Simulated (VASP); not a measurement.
Input:

```yaml
crystal:
  lattice:
    - [3.28953, 0.00000, 0.00000]
    - [0.00000, 3.28953, 0.00000]
    - [0.00000, 0.00000, 3.28953]
  atoms:
    - { symbol: In, position: [0.50000, 0.50000, 0.50000] }
    - { symbol: Pd, position: [0.00000, 0.00000, 0.00000] }
```

These are SCAN meta-GGA, VASP's PBE PAW potentials (set 64) (plane waves; VASP) values and carry that method's errors. Run with 520 eV cut-off, 11×11×11 Γ-centred mesh, first-order Methfessel-Paxton smearing of 0.10 eV, potentials In_d Pd.

Give the stress tensor in GPa (positive for a compressed cell).

```
-3.89   0.00   0.00
 0.00  -3.89   0.00
 0.00   0.00  -3.89
```
The pressure is its mean diagonal, -3.89 GPa.

The compound is PdIn in the CsCl type structure. This cell is one point of a volume scan, at 1.03 of the reference volume. The electron count is odd and the run is not spin-polarised, which forces a metal.
